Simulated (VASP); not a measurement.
```yaml
crystal:
  lattice:
    - [4.48828, 0.00000, 0.00000]
    - [0.00000, 4.48828, 0.00000]
    - [0.00000, 0.00000, 3.00029]
  atoms:
    - { symbol: Mg, position: [0.00000, 0.00000, 0.00000] }
    - { symbol: Mg, position: [0.50000, 0.50000, 0.50000] }
    - { symbol: H, position: [0.30420, 0.30420, 0.00000] }
    - { symbol: H, position: [0.80420, 0.19580, 0.50000] }
    - { symbol: H, position: [0.19580, 0.80420, 0.50000] }
    - { symbol: H, position: [0.69580, 0.69580, 0.00000] }
```

Method: optB86b-vdW, VASP's PBE PAW potentials (set 64) (plane waves; VASP). Run with 520 eV cut-off, 6×6×8 Γ-centred mesh, tetrahedra with Blöchl corrections, potentials Mg H.

Estimate the energy per atom (σ→0).

```json
{
 "energy per atom (σ→0)": "-2502 meV/atom"
}
```

The absolute energy has meaning only against runs of the same code, potentials and settings.

The compound is MgH2 in the rutile structure. It was relaxed first.
